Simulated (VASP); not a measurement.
OSZICAR of a VASP run on MoS₂ (2H layered):

OSZICAR:
```
       N       E                     dE             d eps       ncg     rms          rms(c)
DAV:   1     0.393962999986E+03    0.39396E+03   -0.29814E+04  1384   0.157E+03
DAV:   2    -0.846108901499E+02   -0.47857E+03   -0.46854E+03  1565   0.403E+02
DAV:   3    -0.108878424902E+03   -0.24268E+02   -0.24105E+02  1575   0.808E+01
DAV:   4    -0.109434298681E+03   -0.55587E+00   -0.55476E+00  1584   0.121E+01
DAV:   5    -0.109447266003E+03   -0.12967E-01   -0.12965E-01  1581   0.175E+00    0.381E+01
DAV:   6    -0.990882871950E+02    0.10359E+02   -0.23957E+01  1434   0.325E+01    0.136E+01
DAV:   7    -0.942785715161E+02    0.48097E+01   -0.70163E+00  1395   0.138E+01    0.671E+00
DAV:   8    -0.922978184007E+02    0.19808E+01   -0.19784E+00  1623   0.832E+00    0.394E+00
DAV:   9    -0.910981471044E+02    0.11997E+01   -0.22341E-01  1486   0.349E+00    0.160E+00
DAV:  10    -0.903123831050E+02    0.78576E+00   -0.28003E-01  1583   0.380E+00    0.464E-01
DAV:  11    -0.902434885270E+02    0.68895E-01   -0.11879E-02  1509   0.716E-01    0.514E-01
DAV:  12    -0.902144957173E+02    0.28993E-01   -0.14239E-03  1465   0.279E-01    0.553E-01
DAV:  13    -0.899464822191E+02    0.26801E+00   -0.34843E-01  1331   0.374E+00    0.591E-01
DAV:  14    -0.899970638274E+02   -0.50582E-01   -0.13177E-02  1443   0.865E-01    0.523E-01
DAV:  15    -0.900771063445E+02   -0.80043E-01   -0.24443E-02  1310   0.121E+00    0.493E-01
DAV:  16    -0.900786749271E+02   -0.15686E-02   -0.61806E-04  1641   0.140E-01    0.491E-01
DAV:  17    -0.900766644613E+02    0.20105E-02   -0.11153E-02  1317   0.731E-01    0.541E-01
DAV:  18    -0.900821044334E+02   -0.54400E-02   -0.68106E-03  1317   0.584E-01    0.454E-01
DAV:  19    -0.900832796037E+02   -0.11752E-02   -0.51741E-04  1457   0.166E-01    0.390E-01
DAV:  20    -0.900832937912E+02   -0.14187E-04   -0.31395E-05  1443   0.412E-02    0.366E-01
DAV:  21    -0.900833071898E+02   -0.13399E-04   -0.62249E-04  1547   0.145E-01    0.244E-01
DAV:  22    -0.900831511726E+02    0.15602E-03   -0.39914E-04  1704   0.916E-02    0.113E-01
DAV:  23    -0.900833139848E+02   -0.16281E-03   -0.74056E-05  1282   0.536E-02    0.760E-02
DAV:  24    -0.900833679430E+02   -0.53958E-04   -0.10039E-04  1630   0.523E-02    0.431E-02
DAV:  25    -0.900833518966E+02    0.16046E-04   -0.34120E-05  1499   0.395E-02    0.136E-02
DAV:  26    -0.900833364328E+02    0.15464E-04   -0.14863E-05  1206   0.288E-02    0.196E-02
DAV:  27    -0.900833714708E+02   -0.35038E-04   -0.85796E-06  1253   0.208E-02    0.253E-02
DAV:  28    -0.900833794228E+02   -0.79519E-05   -0.43621E-06  1290   0.146E-02    0.174E-02
DAV:  29    -0.900833848194E+02   -0.53966E-05   -0.75842E-07   802   0.684E-03    0.154E-02
DAV:  30    -0.900833850419E+02   -0.22250E-06   -0.17902E-07   753   0.312E-03
   1 F= -.90083385E+02 E0= -.90083385E+02  d E =-.900834E+02
       N       E                     dE             d eps       ncg     rms          rms(c)
DAV:   1    -0.900842826174E+02   -0.89780E-03   -0.40041E-02  1240   0.139E+00    0.244E-01
DAV:   2    -0.900836102128E+02    0.67240E-03   -0.20248E-03  1394   0.273E-01    0.935E-02
DAV:   3    -0.900835242555E+02    0.85957E-04   -0.34700E-04  1426   0.121E-01    0.448E-02
DAV:   4    -0.900835143414E+02    0.99141E-05   -0.90700E-05  1515   0.629E-02    0.222E-02
DAV:   5    -0.900835275244E+02   -0.13183E-04   -0.61110E-05  1383   0.561E-02    0.707E-03
DAV:   6    -0.900835345810E+02   -0.70566E-05   -0.19659E-05  1417   0.336E-02    0.329E-03
DAV:   7    -0.900835395099E+02   -0.49290E-05   -0.28088E-06  1013   0.128E-02    0.108E-03
DAV:   8    -0.900835379865E+02    0.15234E-05   -0.61051E-07   809   0.576E-03    0.525E-04
DAV:   9    -0.900835388868E+02   -0.90032E-06   -0.11330E-07   760   0.232E-03
   2 F= -.90083539E+02 E0= -.90083539E+02  d E =-.153845E-03
```

Which electronic solver shows in the log?

It is blocked Davidson (ALGO = Normal, or the opening steps of other solvers). The INCAR had ALGO = Normal.

Can the final energy be trusted as converged?

The calculation finished and met its thresholds. It stopped with EDIFF = 1E-6, NELM = 100, NSW = 40 and EDIFFG = -0.02 after 2 ionic steps (r2SCAN meta-GGA, plane waves, VASP's PBE PAW potentials (set 64)).

The compound is MoS2 in the 2H layered structure. This run relaxes it. Symmetry was kept, so distortions that lower it aren't found.
